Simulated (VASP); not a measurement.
Molecule: OSnBrH, in a box.

```
O Sn Br H
1.0
    13.00000    0.00000    0.00000
     0.00000   11.00000    0.00000
     0.00000    0.00000   11.00000
O Sn Br H
1 1 1 1
Cartesian
  5.6513 6.0830 4.8306
  5.7688 4.9771 6.4623
  8.2618 4.6642 6.3147
  4.7642 6.3778 4.6056
```

Base run:

```yaml
Program: VASP 6.6.1
Functional: HSE06
Dispersion: D3(BJ)
Potentials_or_basis: VASP PAW PBE potentials, release 64 (O, Sn_d, Br, H)
Cutoff: 520 eV
k_mesh: 1 × 1 × 1
Occupations: gaussian, width 0.01 eV
Spin: no spin polarisation
```

Its results: gap between the frontier levels 4.14 eV; largest force 0.131 eV/Å.

Question: The run is repeated on the same cell with these changes: functional from HSE06 to revPBE. What comes out?

Answer: Gap between the frontier levels 3.16 eV; largest force 0.925 eV/Å.

HSE06 gives the wider gap, since exact exchange removes part of the self-interaction.

Caveats: the PAW data sets were made with another functional, which shifts forces and pressure a little; spin-orbit coupling is left out, which moves the levels of the heavy elements.

